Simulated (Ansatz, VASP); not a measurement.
**K in two plane-wave programs**

Wanted: the spread between two codes on one cell, functional and k mesh. The cell is taken from a series of runs on this material, whose earlier steps may have relaxed, scaled, displaced or heated it; both programs get it as it stands.

Main program and level: Ansatz 0.2.0; plane waves, with VASP 6.6.1 beside it; relaxation of cell and atoms at LDA.

## Step 1: Set-up

Symmetry: Im-3m, No. 229, cubic system. Conventional cell: a = 5.049 Å, b = 5.049 Å, c = 5.049 Å, α = 90.00°, β = 90.00°, γ = 90.00°. Nearest to K lie 8 K at 4.37 Å.

## Step 2: VASP: relaxation of cell and atoms, LDA

The relaxed volume is the usual yardstick between codes: in a stiff, nearly cubic crystal its relative difference is about their pressure difference at one cell divided by the bulk modulus.

Lines of VASP's logs that name or quote its potential files are left out, and so is its time.

The input, INCAR:

```
SYSTEM = K
PREC = Accurate
ENCUT = 500
EDIFF = 1E-07
NELM = 120
ISMEAR = 0
SIGMA = 0.1
LREAL = .FALSE.
ALGO = Normal
GGA = CA
NBANDS = 10
LORBIT = 11
LWAVE = .FALSE.
LCHARG = .FALSE.
ISIF = 3
IBRION = 2
NSW = 80
EDIFFG = -0.005
LASPH = .TRUE.
GGA_COMPAT = .FALSE.
NELMIN = 4
```

The input, POSCAR:

```
K
1.0
   -2.5243400000      2.5243400000      2.5243400000
    2.5243400000     -2.5243400000      2.5243400000
    2.5243400000      2.5243400000     -2.5243400000
K
1
Direct
    0.0000000000      0.0000000000      0.0000000000
```

The input, KPOINTS:

```
Automatic mesh
0
Gamma
12 12 12
0 0 0
```

PAW data sets: K_sv (LDA family, release 64).

Command:

```sh
mpirun -np 1 vasp_std
```

Numbers of over 12 decimals in the logs are rounded to 6 here.

What it wrote:

```text
[banner, memory and clock lines left out]
running    1 mpi-ranks, on    1 nodes
 distrk:  each k-point on    1 cores,    1 groups
 distr:  one band on    1 cores,    1 groups

 POSCAR found type information on POSCAR K
 POSCAR found :  1 types and       1 ions
 LDA part: xc-table for (Slater(with rela. corr.)+CA(PZ))
 , standard interpolation
 POSCAR, INCAR and KPOINTS ok, starting setup
 FFT: planning ... GRIDC
 FFT: planning ... GRID_SOFT
 FFT: planning ... GRID
 WAVECAR not read
 entering main loop
       N       E                     dE             d eps       ncg     rms          rms(c)
DAV:   1     0.494350287248E+02    0.49435E+02   -0.35542E+03  1440   0.677E+02
DAV:   2     0.655709568322E+00   -0.48779E+02   -0.47801E+02  1538   0.208E+02
DAV:   3    -0.111660196837E+01   -0.17723E+01   -0.17640E+01  2258   0.295E+01
DAV:   4    -0.116680071870E+01   -0.50199E-01   -0.50060E-01  1954   0.435E+00
DAV:   5    -0.116755310863E+01   -0.75239E-03   -0.75227E-03  2230   0.412E-01    0.250E+00
DAV:   6    -0.116612232017E+01    0.14308E-02   -0.20494E-03  2106   0.308E-01    0.157E+00
DAV:   7    -0.116566471815E+01    0.45760E-03   -0.34299E-03  1982   0.353E-01    0.651E-02
DAV:   8    -0.116567368812E+01   -0.89700E-05   -0.34805E-04  2014   0.183E-01    0.235E-02
DAV:   9    -0.116568123788E+01   -0.75498E-05   -0.13206E-05  1914   0.329E-02    0.129E-02
DAV:  10    -0.116568051425E+01    0.72363E-06   -0.59870E-06  2092   0.207E-02    0.207E-03
DAV:  11    -0.116568056535E+01   -0.51097E-07   -0.88577E-08  1564   0.219E-03
   1 F= -.11656806E+01 E0= -.11633110E+01  d E =-.116568E+01
 curvature:   0.00 expect dE= 0.000E+00 dE for cont linesearch  0.000E+00
 trial: gam= 0.00000 g(F)=  0.410E-63 g(S)=  0.193E-04 ort = 0.000E+00 (trialstep = 0.100E+01)
 search vector abs. value=  0.193E-04
 bond charge predicted
       N       E                     dE             d eps       ncg     rms          rms(c)
DAV:   1    -0.116587089912E+01   -0.19038E-03   -0.49406E-03  1604   0.758E-01    0.105E-01
DAV:   2    -0.116573535002E+01    0.13555E-03   -0.46383E-04  1774   0.218E-01    0.384E-02
DAV:   3    -0.116569218600E+01    0.43164E-04   -0.14626E-04  2084   0.100E-01    0.338E-02
DAV:   4    -0.116569519433E+01   -0.30083E-05   -0.13804E-05  2270   0.244E-02    0.997E-03
DAV:   5    -0.116569599971E+01   -0.80538E-06   -0.74267E-06  2230   0.154E-02    0.272E-03
DAV:   6    -0.116569603233E+01   -0.32614E-07   -0.10831E-07  1664   0.270E-03
   2 F= -.11656960E+01 E0= -.11633274E+01  d E =-.154670E-04
 trial-energy change:   -0.000015  1 .order   -0.000016   -0.000019   -0.000012
 step:   2.6606(harm=  2.6606)  dis= 0.00000  next Energy=    -1.165706 (dE=-0.257E-04)
 bond charge predicted
       N       E                     dE             d eps       ncg     rms          rms(c)
DAV:   1    -0.116619491080E+01   -0.49891E-03   -0.13714E-02  1592   0.126E+00    0.174E-01
DAV:   2    -0.116581935311E+01    0.37556E-03   -0.12850E-03  1744   0.364E-01    0.638E-02
DAV:   3    -0.116569996357E+01    0.11939E-03   -0.40522E-04  2058   0.167E-01    0.560E-02
DAV:   4    -0.116570832870E+01   -0.83651E-05   -0.39163E-05  2244   0.414E-02    0.162E-02
DAV:   5    -0.116571052930E+01   -0.22006E-05   -0.20159E-05  2210   0.255E-02    0.457E-03
DAV:   6    -0.116571062853E+01   -0.99225E-07   -0.30738E-07  1906   0.454E-03
   3 F= -.11657106E+01 E0= -.11633437E+01  d E =-.300632E-04
 curvature:  -1.33 expect dE=-0.664E-06 dE for cont linesearch -0.664E-06
 trial: gam=-0.13492 g(F)=  0.238E-61 g(S)=  0.499E-06 ort = 0.311E-05 (trialstep = 0.133E+01)
 search vector abs. value=  0.130E-07
 reached required accuracy - stopping structural energy minimisation
```

Parts of OUTCAR (step 2):

```text
ion  position               nearest neighbor table
   1  0.000  0.000  0.000-

  LATTYP: Found a body centered cubic cell.
 ALAT       =     5.0486800000

 Subroutine GETGRP returns: Found 48 space group operations
 (whereof 48 operations were pure point group operations)

The static configuration has the point symmetry O_h .

 Found     72 irreducible k-points:

   k-points           NKPTS =     72   k-points in BZ     NKDIM =     72   number of bands    NBANDS=     10

   dimension x,y,z NGX =    32 NGY =   32 NGZ =   32
   dimension x,y,z NGXF=    64 NGYF=   64 NGZF=   64

   ENCUT  =  500.0 eV  36.75 Ry    6.06 a.u.   7.97  7.97  7.97*2*pi/ulx,y,z

   NELECT =       9.0000    total number of electrons

 k-points in reciprocal lattice and weights: Automatic mesh
   0.00000000  0.00000000  0.00000000       0.001
   0.08333333  0.00000000  0.00000000       0.007
   0.16666667  0.00000000  0.00000000       0.007
   0.25000000  0.00000000  0.00000000       0.007
   0.33333333  0.00000000  0.00000000       0.007
   0.41666667  0.00000000  0.00000000       0.007
   0.50000000  0.00000000  0.00000000       0.003
   0.08333333  0.08333333  0.00000000       0.014
   0.16666667  0.08333333  0.00000000       0.028
[...]
0.50000000  0.50000000  0.41666667       0.007
   0.50000000  0.50000000  0.50000000       0.001

 average (electrostatic) potential at core
       1 -38.7164

 E-fermi :  -0.0081

 k-point     1 :       0.0000    0.0000    0.0000
  band No.  band energies     occupation
      1     -31.7372      2.00000
      2     -15.4035      2.00000
      3     -15.4035      2.00000
      4     -15.4035      2.00000
      5      -2.3644      2.00000
      6       4.2868      0.00000
      7       4.2868      0.00000
      8       4.2868      0.00000
      9       5.3177      0.00000
     10       5.3177      0.00000

 k-point     2 :       0.0833    0.0000    0.0000
  band No.  band energies     occupation
      1     -31.7367      2.00000
      2     -15.4114      2.00000
      3     -15.4060      2.00000
      4     -15.4035      2.00000
      5      -2.2669      2.00000
      6       4.1688      0.00000
      7       4.1727      0.00000
      8       4.3690      0.00000
      9       5.1579      0.00000
     10       5.3002      0.00000

 k-point     3 :       0.1667    0.0000    0.0000
  band No.  band energies     occupation
      1     -31.7351      2.00000
      2     -15.4327      2.00000
      3     -15.4130      2.00000
      4     -15.4036      2.00000
      5      -1.9798      2.00000
      6       3.6967      0.00000
      7       3.9018      0.00000
      8       4.6130      0.00000
      9       5.0511      0.00000
     10       5.2781      0.00000

  Total       -0.0018573     -0.0018573     -0.0018573      0.0000000      0.0000000      0.0000000
  in kB       -0.0464531     -0.0464531     -0.0464531      0.0000000      0.0000000      0.0000000
  external PRESSURE =      -0.0464531 kB  Pullay stress =       0.0000000 kB

  energy-cutoff  :      500.00
  volume of cell :       64.06
      direct lattice vectors                 reciprocal lattice vectors
    -2.520596793  2.520596793  2.520596793     0.000000000  0.198365721  0.198365721
     2.520596793 -2.520596793  2.520596793     0.198365721  0.000000000  0.198365721
     2.520596793  2.520596793 -2.520596793     0.198365721  0.198365721  0.000000000

 POSITION                                       TOTAL-FORCE (eV/Angst)
 -----------------------------------------------------------------------------------
      0.00000      0.00000      0.00000        -0.000000      0.000000      0.000000
 -----------------------------------------------------------------------------------
    total drift:                               -0.000000     -0.000000      0.000000

  FREE ENERGIE OF THE ION-ELECTRON SYSTEM (eV)
  ---------------------------------------------------
  free  energy   TOTEN  =        -1.1657106285 eV

  energy  without entropy=       -1.1609767151  energy(sigma->0) =       -1.16334367

 reached required accuracy - stopping structural energy minimisation

 total charge
# of ion       s       p       d       tot
------------------------------------------
    1        1.985   5.538   0.007   7.530

[... 3 further parts left out ...]
```

CONTCAR:

```
K
   1.00000000000000
    -2.5205967928534738    2.5205967928534738    2.5205967928534738
     2.5205967928534738   -2.5205967928534738    2.5205967928534738
     2.5205967928534738    2.5205967928534738   -2.5205967928534738
  K
     1
Direct
     0.0000000000000000    0.0000000000000000    0.0000000000000000
```

This run has no spin polarisation. Its electron count is odd, so without a moment it is a metal by construction. The run keeps the 48 symmetry operations of its start, so it cannot find a distortion of lower symmetry.

## Step 3: Ansatz: relaxation of cell and atoms, LDA

Ansatz runs on its default PAW (the set named soft_2) files.

The same cell, functional (in two slightly different forms), mesh and smearing now go to Ansatz, which takes its cutoff from its data sets.

The input, input.yaml:

```yaml
crystal:
  lattice:
    - [-2.5243397268, 2.5243397268, 2.5243397268]
    - [2.5243397268, -2.5243397268, 2.5243397268]
    - [2.5243397268, 2.5243397268, -2.5243397268]
  atoms:
    - { symbol: K, position: [0.0, 0.0, 0.0] }
kpoints:
  mp_grid: { grid: [12, 12, 12] }
hamiltonian:
  xc: lda
scf:
  occupations: { method: gaussian, width: 0.1 }
output:
  forces: true
  stress: true
  eigenvalues: true
  write_density: true
  write_potential: true
  elf: true
  volumetric_format: npy
relax:
  adjacent_minimum: "off"
  f_tol: 0.005
  max_steps: 80
  cell: { stress_tol: 0.05 }
```

Command:

```sh
ansatz run input.yaml --threads 4 --pin off --max-ram 16384MiB --backend cpu --events-out ev --progress --plain --runs-dir out
```

What it wrote:

```text
Engine: ansatz 0.2.0, x86_64-unknown-linux-gnu
Pseudopotentials: kind: paw
Pseudopotential: K, paw, valence charge 9, recommended cutoff 420 eV (normal), K.paw.azcp
Functional definition: SPW92
  exchange = slater_x
  correlation = pw_c
Crystal: 1 atoms, lattice volume = 64.343 Å³
Basis set: ecut = 420 eV, 1253 PW (Γ)
Bands: 9, of which v1, the nominal top of the filled ones, is band 5 counted from 1 (4 counted from 0)
Symmetry: 48 space group operations
Space group: Im-3m (ITA 229), of the structure as read, at distance tolerance 4.0e-5 Å
k-points: 72 of 1728
Non-local potential: K, projectors of the file, l = 0: 3, l = 1: 2, l = 2: 2
PAW form: soft (Blöchl's): semilocal exchange-correlation on the pseudo side does not see the compensation charge
PAW frozen core: K, regenerated for the run's functional, and the local potential with it (the file was generated under x = pbe(κ = 0.804, μ = 0.219515), c = pbe(β = 0.066725))
PAW one-centre angular grid: K, 110 points (default); XC on 64 Gauss nodes
Initial density: superposition of atomic densities (neutral atoms: chi_scale 0, normalization atom), corrected by the library's trained network
Initial wavefunctions: pseudopotential atomic-orbital guess
Functional: x = slater, c = lda
SCF iter   1: F=—  HF=-1496.252472 eV  |F-HF|=—  |Δ(HF+E_count)|=         —  Δρ=3.47e-3  dr2=2.84e-3  ethr=1.77e-3  ⟨swp⟩=5.1  Hψ=4701  notcnv=0
preconditioner: auto → Kerker (q_TF=auto, 1.966 Å⁻¹)  [metal: Δε(μ)=0.065 eV  Ē_g=4.220 eV  σ=0.100 eV  W_gap=0.35  n_scr=12 (ndim 8)  ℏωp=4.6 eV  f_vac=0.000  D(μ)=0.95/eV (n_scr^D=0)]
SCF iter   2: F=—  HF=-1496.251692 eV  |F-HF|=—  |Δ(HF+E_count)|=   7.80e-4  Δρ=1.89e-3  dr2=8.23e-4  ethr=3.15e-5  ⟨swp⟩=1.2  Hψ=1265  notcnv=0
SCF iter   3: F=—  HF=-1496.251583 eV  |F-HF|=—  |Δ(HF+E_count)|=   1.09e-4  Δρ=1.89e-4  dr2=2.92e-5  ethr=9.14e-6  ⟨swp⟩=1.5  Hψ=659  notcnv=0
SCF iter   4: F=—  HF=-1496.251589 eV  |F-HF|=—  |Δ(HF+E_count)|=   6.78e-6  Δρ=9.04e-5  dr2=3.89e-6  ethr=3.25e-7  ⟨swp⟩=2.5  Hψ=949  notcnv=0
SCF iter   5: F=—  HF=-1496.251594 eV  |F-HF|=—  |Δ(HF+E_count)|=   4.57e-6  Δρ=2.76e-5  dr2=3.56e-7  ethr=4.33e-8  ⟨swp⟩=2.0  Hψ=948  notcnv=0  defer=1
SCF iter   6: F=-1496.251594 eV  HF=-1496.251594 eV  |F-HF|=6.54e-10  |Δ(HF+E_count)|=   5.80e-8  Δρ=4.08e-6  dr2=1.44e-8  ethr=1.11e-9  ⟨swp⟩=8.9  Hψ=4598  notcnv=0
SCF 1 converged in 6 iterations: F = -1496.251594 eV  dr2 = 1.44e-8
  greatest PAW one-centre occupation: 0.986 electrons in one spin orbital (limit 2), on the K atom at site 0 (counted from 0), in its partial waves of l = 0
relax step   1: F+E_penalty+E_count = -1496.25159383 eV  Δ(F+E_penalty+E_count) = +0.000e0 eV  max|allowed force component| = 0.000e0 eV/Å  Δτ_max = 0.0000 Å  P = -0.011 GPa  Ω = 64.343 Å³  (6 SCF iters, dr2 threshold 1.00e-7 eV, accepted)
Initial density: handed on by an earlier stage of this run
Initial wavefunctions: pseudopotential atomic-orbital guess (no wavefunctions were taken with the density)
iter 1 solved again at ethr=1.23e-7 eV; its pass at ethr=3.10e-3 eV (dr2=1.11e-5 eV) is discarded
SCF iter   1: F=—  HF=-1496.251594 eV  |F-HF|=—  |Δ(HF+E_count)|=         —  Δρ=3.86e-6  dr2=1.39e-8  ethr=1.23e-7  ⟨swp⟩=3.3  Hψ=6758  notcnv=0
preconditioner: auto → Kerker (q_TF=auto, 1.966 Å⁻¹)  [metal: Δε(μ)=0.065 eV  Ē_g=4.203 eV  σ=0.100 eV  W_gap=0.35  n_scr=12 (ndim 8)  ℏωp=4.6 eV  f_vac=0.000  D(μ)=0.95/eV (n_scr^D=0)]
SCF iter   2: F=—  HF=-1496.251594 eV  |F-HF|=—  |Δ(HF+E_count)|=   1.80e-8  Δρ=2.71e-6  dr2=7.31e-9  ethr=1.54e-10  ⟨swp⟩=1.9  Hψ=807  notcnv=0
SCF iter   3: F=—  HF=-1496.251594 eV  |F-HF|=—  |Δ(HF+E_count)|=   1.36e-9  Δρ=1.09e-6  dr2=2.86e-10  ethr=8.12e-11  ⟨swp⟩=2.5  Hψ=901  notcnv=0
SCF iter   4: F=—  HF=-1496.251594 eV  |F-HF|=—  |Δ(HF+E_count)|=  6.09e-11  Δρ=3.50e-7  dr2=4.05e-11  ethr=3.18e-12  ⟨swp⟩=2.1  Hψ=866  notcnv=0
SCF iter   5: F=-1496.251594 eV  HF=-1496.251594 eV  |F-HF|=1.14e-12  |Δ(HF+E_count)|=  4.55e-12  Δρ=1.02e-7  dr2=1.90e-12  ethr=1.00e-12  ⟨swp⟩=4.5  Hψ=1952  notcnv=0
SCF 2 converged in 5 iterations: F = -1496.251594 eV  dr2 = 1.90e-12
relax step   2: F+E_penalty+E_count = -1496.25159383 eV  Δ(F+E_penalty+E_count) = -1.990e-9 eV  max|allowed force component| = 0.000e0 eV/Å  Δτ_max = 0.0000 Å  P = -0.011 GPa  Ω = 64.343 Å³  stress off target by 1.10e-2 GPa  SCF on the basis re-selected at this cell (its energy is not comparable with the rows above)  (5 SCF iters)
basis re-selected at this cell: Δ(F+E_penalty+E_count) = -1.990e-9 eV, ΔP = -0.000 GPa vs the last step (what re-selecting the basis moved, of the pressure what is left beyond the Pulay correction that the steps carried, after the strain that the cell walked since its last selection, with what the two solves' SCF thresholds leave and, on support functions, any second-order correction that the steps lacked; it is no measure of the basis error at this ecutwfc). This SCF's stress stands 1.10e-2 GPa from its target on what of the cell is left free (relax.cell.stress_tol is 5.00e-2 GPa) and its largest allowed force component is 0.00e0 eV/Å (relax.f_tol is 5.00e-3 eV/Å): [rest of the remark cut]
SCF converged after 5 iterations
Free energy (F): -1496.251594 eV
Harris-Foulkes:  -1496.251594 eV  (|F-HF|=1.14e-12)
Internal energy: -1496.246856 eV  (E = F + TS)
E sigma→0 (E₀):  -1496.249225 eV
Entropy (-TS):   -0.004738 eV (-4.738 meV/atom)
Fermi energy:    2.121264 eV
--- Per-component energies (eV) ---
  E_band       = -138.051454
  E_kinetic    = 251.924630
  E_local      = -725.663822  (includes V_loc(G=0)·N_el)
  E_nonlocal   = 15.788523
  E_hartree    = 256.016868
  E_xc         = -131.452566
  E_vxc        = -161.538081  (∫ρ·V_xc dr)
  E_paw        = -742.740990  (= ΣΔE_a)
  E_vpaw       = -30.596419  (= ΣTr[D̂ρ^β])
  E_aug_tail   = -0.000003  (compensation charges beyond the density's cutoff)
  E_ewald      = -420.376995
  E_core_change = 0.257500  (= ΣΔE_core)
  E_smearing   = -0.004738  (= −TS)
  E_closure    = -0.000000  (closes the sum)
  Σ components = -1496.251594   (vs F -1496.251594, Δ=0.00e0)
--- Forces (eV/Å), atoms counted from 1 ---
  atom   1  K      0.00000000    -0.00000000    -0.00000000
  max |Σ_I F_I| component: 6.25e-31 eV/Å
--- Stress (GPa, compression-positive) ---
       -0.011050       0.000000       0.000000
        0.000000      -0.011050       0.000000
       -0.000000       0.000000      -0.011050
  P = ⅓ Tr σ = -0.0110 GPa (-0.110 kbar)
--- Band table (eV; the first three rows and the last of 72) ---
  k-point 0: bands = ["-29.6588", "-13.2869", "-13.2869", "-13.2869", "-0.2273", "6.4117", "6.4117", "6.4117", "7.4247"]
  k-point 1: bands = ["-29.6582", "-13.2946", "-13.2894", "-13.2869", "-0.1302", "6.2947", "6.2990", "6.4924", "7.2685"]
  k-point 2: bands = ["-29.6567", "-13.3155", "-13.2962", "-13.2870", "0.1556", "5.8253", "6.0308", "6.7317", "7.1634"]
  k-point 71: bands = ["-29.6442", "-13.3665", "-13.3665", "-13.3665", "3.7293", "3.7293", "5.9578", "5.9578", "5.9578"]
--- Relaxed structure (1 steps of the walk, 1 accepted, 1 SCFs on fresh bases) ---
  F+E_penalty+E_count = -1496.25159383 eV   max|allowed force component| = 0.000e0 eV/Å   (the final SCF, on the basis selected at the relaxed cell)
  cell:  # Å, volume = 64.3433 Å³
    - [-2.5243397268, 2.5243397268, 2.5243397268]
    - [2.5243397268, -2.5243397268, 2.5243397268]
    - [2.5243397268, 2.5243397268, -2.5243397268]
  atoms:
    - { symbol: K, position: [0.0, 0.0, 0.0] }
```

## Step 4: Differences

Known differences besides the potentials themselves: the two LDA forms differ slightly; the cutoff is 420 eV in Ansatz and 500 eV in VASP; VASP's log shows a relativistic correction to its local exchange, Ansatz's none; Ansatz adds a Pulay correction to the stress that steers its cell, VASP none. Total energies have different zeros and are not compared.

Both answers:

```csv
quantity,Ansatz,VASP,difference
volume (Å³),64.34,64.06,+0.45 %
"edge a after relaxation, in the typed setting (Å)",4.372,4.366,+0.15 %
```

## Step 5: Results

```
difference in volume (relaxation of cell and atoms, LDA) : 0.45 %
```

What this shows: The difference in volume is 0.45 % (relaxation of cell and atoms, LDA), within the 1.2 % picked in this series as the mark of a large difference, as far as the stopping tolerances let one tell. 1 further run of this series is not shown here. How closely two codes agree says nothing of how well the functional describes the real material.

[Lines on the potential files, build, host, timing and source positions are cut from VASP's logs without a mark.]

[Logs are printed without paths, hosts, clocks, repeated set-up lines and the standing remarks that a program may print on its own settings, such as how far it seeks lower states.]

[Hosts, paths, dates, database ids (printed as entryN), source tags and the programs' standing remarks are cut or masked in the printed files.]
